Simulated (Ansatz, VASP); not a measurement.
# HoBi: VASP beside Ansatz, part 3 of 3

One calculation is typed for both programs; each brings its own data sets and cutoff. How far apart do they land?  The cell comes out of the VASP series on this material, whose earlier steps may have relaxed, scaled or displaced it; both programs get it as it stands.

VASP 6.6.1 and Ansatz 0.2.0.

So far. Step 4 (Differences): Ansatz's pressure holds a Pulay correction of 0.03 GPa; VASP's holds none.

In doubt: a part-filled 4f shell, where there is one, can sit in one of many states, so energies may not be the lowest and differences between runs may mislead; derivatives with an open 4f shell can jump between states, which bears on forces and vibrations.

### Step 5. VASP: single point, r2SCAN with rVV10, DFT+U

Level of this step: r2SCAN with rVV10, DFT+U (Ho f 7 eV), spin-polarised from a ferromagnetic start; plane waves and PAW (Ho, Bi_d) (VASP).

A single point gives forces, pressure and levels at one fixed geometry, so differences don't come from the geometry; what else differs is listed under the comparison.

INCAR

```
SYSTEM = HoBi
PREC = Accurate
ENCUT = 450
EDIFF = 1E-06
NELM = 150
ISMEAR = -5
SIGMA = 0.2
LREAL = .FALSE.
ALGO = Normal
METAGGA = R2SCAN
LUSE_VDW = .TRUE.
IVDW_NL = 2
BPARAM = 11.95
CPARAM = 0.0093
LASPH = .TRUE.
NBANDS = 34
ISPIN = 2
MAGMOM = 3.98 -0.037
LDAU = .TRUE.
LDAUTYPE = 2
LDAUL = 3 -1
LDAUU = 7 0
LDAUJ = 0 0
LDAUPRINT = 1
LMAXMIX = 6
AMIX = 0.2
BMIX = 1E-04
AMIX_MAG = 0.8
BMIX_MAG = 1E-04
LORBIT = 11
LWAVE = .FALSE.
LCHARG = .FALSE.
KPAR = 4
NEDOS = 2001
```

POSCAR

```
HoBi
1.0
    0.0000000000      3.1290092822      3.1290092822
    3.1290092822      0.0000000000      3.1290092822
    3.1290092822      3.1290092822      0.0000000000
Ho Bi
1 1
Direct
    0.0000000000      0.0000000000      0.0000000000
    0.5000000000      0.5000000000      0.5000000000
```

KPOINTS

```
Automatic mesh
0
Gamma
8 8 8
0 0 0
```

Potentials, in the order of the species: Ho and Bi_d (PBE family, release 64).

On the command line:

```sh
mpirun -np 4 vasp_std
```

Numbers of over 12 decimals in the logs are rounded to 6 here.

Output:

```text
[banner, memory and clock lines left out]
running    4 mpi-ranks, on    1 nodes
[...]
[... a notice as in an earlier step ...]

 [... a notice as in an earlier step ...]

 LDA part: xc-table for (None), standard interpolation
 POSCAR, INCAR and KPOINTS ok, starting setup
[...]
entering main loop
       N       E                     dE             d eps       ncg     rms          rms(c)
Total rVV10 correction in eV:      1.0045760    37.5212043
Total rVV10 correction in eV:      1.0045760    37.5212043
Total rVV10 correction in eV:      1.0045760    37.5212043
Total rVV10 correction in eV:      1.0045760    37.5212043
DAV:   1     0.212789386429E+03    0.21279E+03   -0.13322E+04  5862   0.488E+03
DAV:   2    -0.489728020861E+02   -0.26176E+03   -0.24077E+03  5042   0.626E+02
DAV:   3    -0.895765881633E+02   -0.40604E+02   -0.39505E+02  4804   0.136E+02
DAV:   4    -0.941314985208E+02   -0.45549E+01   -0.44741E+01  6920   0.393E+01
DAV:   5    -0.947856310823E+02   -0.65413E+00   -0.64068E+00  6808   0.144E+01    0.511E+01
[...]
Total rVV10 correction in eV:      1.0044392    37.5212046
Total rVV10 correction in eV:      1.0044392    37.5212046
Total rVV10 correction in eV:      1.0044392    37.5212046
Total rVV10 correction in eV:      1.0044392    37.5212046
   1 F= -.96477976E+02 E0= -.96477976E+02  d E =0.000000E+00  mag=     4.0046
|                                                                             |
|           W    W    AA    RRRRR   N    N  II  N    N   GGGG   !!!           |
|           W    W   A  A   R    R  NN   N  II  NN   N  G    G  !!!           |
|           W    W  A    A  R    R  N N  N  II  N N  N  G       !!!           |
|           W WW W  AAAAAA  RRRRR   N  N N  II  N  N N  G  GGG   !            |
|           WW  WW  A    A  R   R   N   NN  II  N   NN  G    G                |
|           W    W  A    A  R    R  N    N  II  N    N   GGGG   !!!           |
|                                                                             |
|     Tetrahedron method does not include variations of the Fermi             |
|     occupations, so forces and stress will be inaccurate. We suggest        |
|     using a different smearing scheme ISMEAR = 1 or 2 for metals in         |
|     relaxations.                                                            |
|                                                                             |
```

Parts of OUTCAR (step 5):

```text
  Total        0.1343496      0.1343496      0.1343496      0.0000000     -0.0000000      0.0000000
  in kB        3.5131488      3.5131488      3.5131488      0.0000000     -0.0000000      0.0000000
  external PRESSURE =       3.5131488 kB  Pullay stress =       0.0000000 kB

 POSITION                                       TOTAL-FORCE (eV/Angst)
 -----------------------------------------------------------------------------------
      0.00000      0.00000      0.00000         0.000000      0.000000      0.000000
      3.12901      3.12901      3.12901        -0.000000     -0.000000     -0.000000
 -----------------------------------------------------------------------------------
    total drift:                                0.000000     -0.000000     -0.000000

  FREE ENERGIE OF THE ION-ELECTRON SYSTEM (eV)
  ---------------------------------------------------
  free  energy   TOTEN  =       -96.4779755482 eV

  energy  without entropy=      -96.4779755482  energy(sigma->0) =      -96.47797555

 magnetization (x)
# of ion       s       p       d       f       tot
--------------------------------------------------
    1        0.003  -0.045   0.044   3.968   3.970
    2       -0.004  -0.044   0.001   0.000  -0.047
--------------------------------------------------
tot         -0.001  -0.089   0.045   3.968   3.923

[... 1 part as in an earlier step ...]

[... 2 further parts left out ...]
[key lines of the parts left out:]
E-fermi :   5.2631
```

With tetrahedra the forces and stress of a metal are not exact derivatives of the energy.

### Step 6. Ansatz: single point, r2SCAN with rVV10, DFT+U

The same cell, functional, mesh and smearing now go to Ansatz, which takes its cutoff from its data sets.

The cell comes out of the VASP series on this material, whose earlier steps may have relaxed, scaled or displaced it; both programs get it as it stands.

input.yaml

```yaml
crystal:
  lattice:
    - [0.0, 3.1290092822, 3.1290092822]
    - [3.1290092822, 0.0, 3.1290092822]
    - [3.1290092822, 3.1290092822, 0.0]
  atoms:
    - { symbol: Ho, position: [0.0, 0.0, 0.0], spin: 3.98 }
    - { symbol: Bi, position: [0.5, 0.5, 0.5], spin: -0.037 }
hamiltonian:
  xc: r2scan
  pseudopotentials: { kind: paw }
  dispersion: rvv10
  hubbard: { sites: [{ species: Ho, l: f, u_eff: 7.0 }] }
magnetization:
  spin_polarized: true
kpoints:
  mp_grid: { grid: [8, 8, 8] }
scf:
  occupations: { method: tetrahedron }
output:
  forces: true
  stress: true
  write_density: true
  write_potential: true
  elf: true
  volumetric_format: npy
```

On the command line:

```sh
ansatz run input.yaml --threads 2 --pin off --max-ram 4608MiB --backend cpu --events-out ev --progress --plain --runs-dir out
```

Output:

```text
Warning: output.forces, output.stress, relax.cell or npt_langevin: where a Kohn–Sham band that disperses or a degenerate level is filled in part under the method tetrahedron, the forces or the stress that this run publishes need not agree with its energy (scf.occupations.method in the input reference, under Limitations); prefer a smearing scheme for the forces or the stress
[...]
k-point 1 ↑: bands = [... 14 lower, 2.7434, 2.7434, 2.7459, 11.3606, 12.0417, 12.0417, 13.5789, 13.5789, ... 8 higher]
  k-point 2 ↑: bands = [... 14 lower, 2.7426, 2.7426, 2.7542, 9.4655, 11.0288, 11.0288, 13.9219, 14.0443, ... 8 higher]
  k-point 34 ↓: bands = [... 14 lower, 9.6357, 9.7239, 14.5180, 14.6827, 14.7304, 14.8436, 15.0151, 15.1876, ... 8 higher]
Occupation matrices written to <dir>
[key lines of the parts left out:]
SCF converged after 8 iterations
Magnetization: 4.0097 μB (20.0048 up, 15.9952 down)
Free energy (F): -23738.917292 eV
Fermi energy:    12.324310 eV
P = ⅓ Tr σ = -0.1385 GPa (-1.385 kbar)
```

The job ended after 100 s (2 threads of Intel Xeon Platinum 8488C (Sapphire Rapids), shared host; peak memory 1.4 GiB).

The run ends at a pressure of -0.14 GPa.

### Step 7. Side by side

The two programs side by side:

| quantity | Ansatz | VASP | difference |
| --- | --- | --- | --- |
| pressure (GPa) | -0.14 | 0.35 | -0.49 |
| total moment (μB) | 4.01 | 4.00 | +0.01 |
| moment on Ho1 (μB) | 4.05 | 3.97 | +0.08 |

### Step 8. Outcome

| Item | Value |
| --- | --- |
| difference in moment on Ho1 (band structure, r2SCAN with rVV10, DFT+U) | 0.084 μB |
| difference in moment on Ho1 (single point, r2SCAN with rVV10, DFT+U) | 0.081 μB |

What this shows: The difference in moment on Ho1 is 0.084 μB (band structure, r2SCAN with rVV10, DFT+U). How closely two codes agree says nothing of how well the functional describes the real material.

[Lines on the potential files, build, host, timing and source positions are cut from VASP's logs without a mark.]

[Logs are printed without paths, hosts, clocks, repeated set-up lines and the standing remarks that a program may print on its own settings, such as how far it seeks lower states.]

[Hosts, paths, dates, database ids (printed as entryN), source tags and the programs' standing remarks are cut or masked in the printed files.]
